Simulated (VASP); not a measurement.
Consider the following.

```xyz
3
Lattice="-1.6371 1.6371 3.9933 1.6371 -1.6371 3.9933 1.6371 1.6371 -3.9933" Properties=species:S:1:pos:R:3 pbc="T T T"
Si     0.0000     0.0000     5.3111
Si     0.0000     0.0000     2.6755
W      0.0000     0.0000     0.0000
```

These are PBE GGA, VASP's PBE PAW potentials (set 64) (plane waves; VASP 6.6.1) values and carry that method's errors. Run with 750 eV cut-off, 12×12×12 Γ-centred mesh, first-order Methfessel-Paxton smearing of 0.10 eV, potentials Si W_sv.

Problem. Give the stress tensor in GPa (positive for a compressed cell).

Solution. 
```
-8.04   0.00   0.00
 0.00  -8.04   0.00
 0.00   0.00  -9.37
```
The pressure is its mean diagonal, -8.48 GPa.

The compound is WSi2 in the MoSi2 type structure. The cell was not relaxed at this level. The run is one of a series of settings (ENCUT = 750 against the base run), some of them coarse on purpose.
